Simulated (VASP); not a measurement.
Here is the system:

```yaml
crystal:
  lattice:
    - [-1.91594, 1.91594, 1.91594]
    - [1.91594, -1.91594, 1.91594]
    - [1.91594, 1.91594, -1.91594]
  atoms:
    - { symbol: Lu, position: [0.00000, 0.00000, 0.00000] }
```

Method: PBEsol GGA, VASP's PBE PAW potentials (set 64) (plane waves; VASP). Settings: 400 eV cut-off, Gaussian smearing of 0.050 eV, potentials Lu_3.

Task: Estimate the band gap (along the path) with the smallest direct gap where there is one.

Result: 
| Property | Value |
|---|---|
| band gap (along the path) | none (metal, semimetal or under 0.01 eV) |

The structure was generated: Lu was put into the bcc type (Im-3m), which need not be its known phase. It was relaxed first, which changed the volume by -5 %.
